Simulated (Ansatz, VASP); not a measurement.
# Cross-check of PtS2 between VASP and Ansatz, part 2 of 2

Wanted: the spread between two codes on one cell, functional and k mesh. The cell is taken from a series of runs on this material, whose earlier steps may have relaxed, scaled, displaced or heated it; both programs get it as it stands.

VASP 6.6.1 and Ansatz 0.2.0.

So far: Starting point; Ansatz: relaxation of cell and atoms, PBEsol; VASP: relaxation of cell and atoms, PBEsol.

## Step 3: VASP: relaxation of cell and atoms, PBEsol (continued)

Level of this step: PBEsol; plane waves and PAW (Pt, S) (VASP).

Numbers of over 12 decimals in the logs are rounded to 6 here.

Parts of OUTCAR (step 3):

```text
ion  position               nearest neighbor table
   1  0.000  0.000  0.000-   2 2.38   3 2.38   2 2.38   3 2.38   3 2.38   2 2.38
   2  0.333  0.667  0.251-   1 2.38   1 2.38   1 2.38
   3  0.667  0.333  0.749-   1 2.38   1 2.38   1 2.38

  LATTYP: Found a hexagonal cell.
 ALAT       =     3.5716390000
 C/A-ratio  =     1.3341667509

 Subroutine GETGRP returns: Found 12 space group operations
 (whereof 12 operations were pure point group operations)

The static configuration has the point symmetry D_3d.

 Found    100 irreducible k-points:

   k-points           NKPTS =    100   k-points in BZ     NKDIM =    100   number of bands    NBANDS=     17

   dimension x,y,z NGX =    28 NGY =   28 NGZ =   36
   dimension x,y,z NGXF=    56 NGYF=   56 NGZF=   72

   ENCUT  =  500.0 eV  36.75 Ry    6.06 a.u.   6.51  6.51  8.69*2*pi/ulx,y,z

   NELECT =      22.0000    total number of electrons

 k-points in reciprocal lattice and weights: Automatic mesh
   0.00000000  0.00000000  0.00000000       0.001
   0.08333333  0.00000000  0.00000000       0.007
   0.16666667  0.00000000  0.00000000       0.007
   0.25000000 -0.00000000  0.00000000       0.007
   0.33333333 -0.00000000  0.00000000       0.007
   0.41666667 -0.00000000  0.00000000       0.007
   0.50000000 -0.00000000  0.00000000       0.003
   0.08333333  0.08333333  0.00000000       0.007
   0.16666667  0.08333333  0.00000000       0.014
[...]
0.33333333  0.25000000  0.50000000       0.014
   0.33333333  0.33333333  0.50000000       0.002

 average (electrostatic) potential at core
       1 -67.6855       2 -84.9951       3 -84.9951

 E-fermi :   7.6880

 k-point     1 :       0.0000    0.0000    0.0000
  band No.  band energies     occupation
    ...
      7       3.3349      2.00000
      8       5.1709      2.00000
      9       6.0578      2.00000
     10       6.0579      2.00000
     11       7.5239      2.00000
     12       9.0359      0.00000
     13       9.0359      0.00000
     14      11.3350      0.00000
     15      12.5910      0.00000
     16      14.9990      0.00000
    ...

 k-point     2 :       0.0833    0.0000    0.0000
  band No.  band energies     occupation
    ...
      7       3.2647      2.00000
      8       4.9332      2.00000
      9       5.9569      2.00000
     10       6.0383      2.00000
     11       7.3900      2.00000
     12       8.8541      0.00000
     13       9.0267      0.00000
     14      11.8638      0.00000
     15      12.9538      0.00000
     16      14.7899      0.00000
    ...

 k-point     3 :       0.1667    0.0000    0.0000
  band No.  band energies     occupation
    ...
      7       3.1116      2.00000
      8       4.4160      2.00000
      9       5.7714      2.00000
     10       5.9003      2.00000
     11       6.8884      2.00000
     12       8.8090      0.00000
     13       9.0839      0.00000
     14      12.6627      0.00000
     15      13.6427      0.00000
     16      14.8011      0.00000
    ...

  Total        0.0105473      0.0105473      0.0055493     -0.0000000      0.0000000     -0.0000000
  in kB        0.3205356      0.3205358      0.1686466     -0.0000001      0.0000000     -0.0000000
  external PRESSURE =       0.2699060 kB  Pullay stress =       0.0000000 kB

  energy-cutoff  :      500.00
  volume of cell :       52.72
      direct lattice vectors                 reciprocal lattice vectors
     3.567655510  0.000000001  0.000000000     0.280296121  0.161829039  0.000000000
    -1.783828254  3.089681193 -0.000000000    -0.000000000  0.323657988 -0.000000000
    -0.000000000 -0.000000000  4.782746584    -0.000000000  0.000000000  0.209084881

 POSITION                                       TOTAL-FORCE (eV/Angst)
 -----------------------------------------------------------------------------------
     -0.00000     -0.00000      0.00000        -0.000000      0.000000     -0.000000
      0.00000      2.05979      1.19698         0.000000      0.000000     -0.000486
      1.78383      1.02989      3.58577        -0.000000     -0.000000      0.000486
 -----------------------------------------------------------------------------------
    total drift:                               -0.000478     -0.000000      0.000000

  FREE ENERGIE OF THE ION-ELECTRON SYSTEM (eV)
  ---------------------------------------------------
  free  energy   TOTEN  =       -16.9980329609 eV

  energy  without entropy=      -16.9980329609  energy(sigma->0) =      -16.99803296

 reached required accuracy - stopping structural energy minimisation

 total charge
# of ion       s       p       d       tot
------------------------------------------
    1        0.699   0.795   7.995   9.489
    2        1.359   2.248   0.000   3.606
    3        1.359   2.248   0.000   3.606
--------------------------------------------------
tot          3.416   5.290   7.995  16.701

[... 3 further parts left out ...]
```

CONTCAR:

```
PtS2
   1.00000000000000
     3.5676555096958293    0.0000000006438197    0.0000000000000001
    -1.7838282537326944    3.0896811928918493   -0.0000000000000000
    -0.0000000000000001   -0.0000000000000000    4.7827465839946637
  Pt              S
     1     2
Direct
     0.0000000000000000    0.0000000000000000    0.0000000000000000
     0.3333333727999985    0.6666665588999976    0.2502694987745543
     0.6666669072000033    0.3333334411000024    0.7497305012254455
```

## Step 4: Comparison

Known differences besides the potentials themselves: fixed occupations in Ansatz, narrow Gaussian smearing in VASP; the data sets hold 30 valence electrons in Ansatz (on its PAW soft_1 files) and 22 in VASP; the cutoff is 420 eV in Ansatz and 500 eV in VASP; Ansatz makes its cores anew for this functional, VASP keeps those of its PBE data sets; Ansatz adds a Pulay correction to the stress that steers its cell, VASP none. Total energies have different zeros and are not compared.

Both answers:

```tsv
quantity	Ansatz	VASP	difference
volume (Å³)	52.64	52.72	-0.15 %
edge a after relaxation, in the typed setting (Å)	3.572	3.568	+0.11 %
edge c after relaxation, in the typed setting (Å)	4.765	4.783	-0.37 %
```

## Step 5: What came out

```json
{"difference in edge c after relaxation, in the typed setting (relaxation of cell and atoms, PBEsol)": "-0.37 %"}
```

**Reading.** The difference in edge c after relaxation, in the typed setting is -0.37 % (relaxation of cell and atoms, PBEsol), within the 1.2 % picked in this series as the mark of a large difference, as far as the stopping tolerances let one tell. The data sets hold unlike numbers of valence electrons (30 in Ansatz and 22 in VASP), so part of the differences comes from the potentials. 3 further runs of this series are not shown here. How closely two codes agree says nothing of how well the functional describes the real material.

[Lines on the potential files, build, host, timing and source positions are cut from VASP's logs without a mark.]

[Logs are printed without paths, hosts, clocks, repeated set-up lines and the standing remarks that a program may print on its own settings, such as how far it seeks lower states.]

[Hosts, paths, dates, database ids (printed as entryN), source tags and the programs' standing remarks are cut or masked in the printed files.]
